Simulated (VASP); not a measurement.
Consider the following.

```
CELL_PARAMETERS angstrom
      0.00000     2.44000     2.44000
      2.44000     0.00000     2.44000
      2.44000     2.44000     0.00000
ATOMIC_POSITIONS crystal
  Y  0.00000 0.00000 0.00000
  N  0.50000 0.50000 0.50000
```

The numbers are results of AM05 GGA, VASP's PBE PAW potentials (set 64) (plane waves; VASP), not measurements. Numerical set-up: 520 eV cut-off, 8×8×8 Γ-centred mesh, Gaussian smearing of 0.050 eV, potentials Y_sv N.

**Question.** The ions, cell shape and volume are relaxed. Which structure does the run end with?

**Answer.** 
```
CELL_PARAMETERS angstrom
      0.00000     2.42823     2.42823
      2.42823     0.00000     2.42823
      2.42823     2.42823     0.00000
ATOMIC_POSITIONS crystal
  Y  0.00000 0.00000 0.00000
  N  0.50000 0.50000 0.50000
```
Space group Fm-3m (225), at a tolerance of 0.03 Å.

**Question.** How do energy and volume change from the first to the last step?

**Answer.** The energy (σ→0) changes by -1.6 meV/atom and the volume by -1.4 %, in 3 ionic steps.

The compound is YN in the rock salt structure. This run relaxes it. Symmetry was kept, so distortions that lower it aren't found.
